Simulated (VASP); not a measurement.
Method: AM05 GGA, VASP's PBE PAW potentials (set 64) (plane waves; VASP).

Input for VASP

INCAR:
```
ALGO = Normal
EDIFF = 1E-7
ENCUT = 520
GGA = AM
ISIF = 2
ISMEAR = -5
LASPH = .TRUE.
LCHARG = .TRUE.
LEFG = .TRUE.
LORBIT = 11
LREAL = .FALSE.
LWAVE = .FALSE.
NEDOS = 601
NELM = 100
PREC = Accurate
SYSTEM = MgB2
```

### POSCAR
```
MgB2
1
    1.5357897417    -2.6600653736     0.0000000000
    1.5357897417     2.6600653736     0.0000000000
    0.0000000000     0.0000000000     3.4711617416
Mg B
1 2
Direct
  0.0000000000   0.0000000000   0.0000000000
  0.3333330000   0.6666670000   0.5000000000
  0.6666670000   0.3333330000   0.5000000000
```

File KPOINTS:
```
Regular mesh
0
Gamma
  13 13 10
```

POTCAR, in this order: Mg B (PBE.64 set). Program: vasp_std.

The run wrote:

### OUTCAR
```
 ion  position               nearest neighbor table
   1  0.000  0.000  0.000-   2 2.48   3 2.48   2 2.48   3 2.48   3 2.48   3 2.48   2 2.48   2 2.48
                             3 2.48   3 2.48   2 2.48   2 2.48
   2  0.333  0.667  0.500-   3 1.77   3 1.77   3 1.77   1 2.48   1 2.48   1 2.48   1 2.48   1 2.48
                             1 2.48
   3  0.667  0.333  0.500-   2 1.77   2 1.77   2 1.77   1 2.48   1 2.48   1 2.48   1 2.48   1 2.48
                             1 2.48
  LATTYP: Found a hexagonal cell.
 ALAT       =     3.0715790601
 C/A-ratio  =     1.1300903130
 Subroutine PRICEL returns:
 Original cell was already a primitive cell.
 Subroutine GETGRP returns: Found 24 space group operations
The static configuration has the point symmetry D_6h.
The dynamic configuration has the point symmetry D_6h.
 Subroutine INISYM returns: Found 24 space group operations
 Subroutine IBZKPT returns following result:
 Found    126 irreducible k-points:

 Following reciprocal coordinates:
            Coordinates               Weight
  0.000000  0.000000  0.000000      1.000000
  0.076923  0.000000  0.000000      6.000000
  0.153846  0.000000  0.000000      6.000000
  0.230769  0.000000  0.000000      6.000000
...
```

### OSZICAR
```
       N       E                     dE             d eps       ncg     rms          rms(c)
DAV:   1     0.439436902644E+01    0.43944E+01   -0.39954E+03  2152   0.843E+02
DAV:   2    -0.172173838368E+02   -0.21612E+02   -0.21022E+02  2976   0.110E+02
DAV:   3    -0.174686320510E+02   -0.25125E+00   -0.25183E+00  2608   0.143E+01
DAV:   4    -0.174690945752E+02   -0.46252E-03   -0.46652E-03  3128   0.517E-01
DAV:   5    -0.174690948471E+02   -0.27187E-06   -0.27495E-06  2632   0.977E-03    0.515E+00
DAV:   6    -0.161811294715E+02    0.12880E+01   -0.21040E+00  2192   0.791E+00    0.249E+00
DAV:   7    -0.159568622794E+02    0.22427E+00   -0.11074E+00  2440   0.568E+00    0.728E-01
DAV:   8    -0.159540171355E+02    0.28451E-02   -0.10157E-01  2248   0.208E+00    0.375E-01
DAV:   9    -0.159475125202E+02    0.65046E-02   -0.24463E-02  2328   0.865E-01    0.516E-02
DAV:  10    -0.159477584101E+02   -0.24589E-03   -0.10578E-03  2928   0.224E-01    0.246E-02
DAV:  11    -0.159476322519E+02    0.12616E-03   -0.10722E-04  2256   0.643E-02    0.301E-03
DAV:  12    -0.159476502976E+02   -0.18046E-04   -0.33858E-06  2400   0.127E-02    0.101E-03
DAV:  13    -0.159476479177E+02    0.23800E-05   -0.86824E-08  2216   0.230E-03    0.278E-04
DAV:  14    -0.159476467276E+02    0.11901E-05   -0.15343E-08  1376   0.796E-04    0.754E-05
DAV:  15    -0.159476465246E+02    0.20297E-06   -0.81531E-10  1256   0.242E-04    0.111E-05
DAV:  16    -0.159476464665E+02    0.58094E-07   -0.88845E-11  1152   0.796E-05
   1 F= -.15947646E+02 E0= -.15947646E+02  d E =0.000000E+00
```

File OUTCAR:
```
------------------------ aborting loop because EDIFF is reached ----------------------------------------
  FORCE on cell =-STRESS in cart. coord.  units (eV):
  Direction    XX          YY          ZZ          XY          YZ          ZX
  --------------------------------------------------------------------------------------
  Total       -0.1843102     -0.1843101      0.3276561      0.0000000     -0.0000000      0.0000000
  in kB      -10.4119242    -10.4119203     18.5097211      0.0000000     -0.0000000      0.0000000
  external PRESSURE =      -0.7713745 kB  Pullay stress =       0.0000000 kB
  volume of cell :       28.36
      direct lattice vectors                 reciprocal lattice vectors
     1.535789742 -2.660065374  0.000000000     0.325565399 -0.187965305  0.000000000
     1.535789742  2.660065374  0.000000000     0.325565399  0.187965305  0.000000000
     0.000000000  0.000000000  3.471161742     0.000000000  0.000000000  0.288087987
 POSITION                                       TOTAL-FORCE (eV/Angst)
 -----------------------------------------------------------------------------------
      0.00000      0.00000      0.00000         0.000000     -0.000000      0.000000
      1.53579      0.88669      1.73558        -0.000000     -0.000000      0.000000
      1.53579     -0.88669      1.73558         0.000000      0.000000      0.000000
 -----------------------------------------------------------------------------------
    total drift:                                0.000000     -0.000000      0.000000
  FREE ENERGIE OF THE ION-ELECTRON SYSTEM (eV)
  ---------------------------------------------------
  free  energy   TOTEN  =       -15.9476464665 eV

  energy  without entropy=      -15.9476464665  energy(sigma->0) =      -15.94764647

 total charge

# of ion       s       p       d       tot
------------------------------------------
    1        0.161   0.185   0.061   0.406
    2        0.685   1.240   0.000   1.926
    3        0.685   1.240   0.000   1.926
--------------------------------------------------
tot          1.531   2.665   0.061   4.257

 Electric field gradients after diagonalization (V/A^2)
 (convention: |V_zz| > |V_xx| > |V_yy|)
----------------------------------------------------------------------
 ion       V_xx      V_yy      V_zz     asymmetry (V_yy - V_xx)/ V_zz
----------------------------------------------------------------------
   1       0.387     0.387    -0.774       0.000
   2      -9.492    -9.492    18.984       0.000
   3      -9.492    -9.492    18.984       0.000
```
(Selected blocks of OUTCAR.)

For a metal the tetrahedron method with Blöchl corrections gives inexact stress and forces.

The compound is MgB2 in the AlB2 type structure. It was relaxed first.
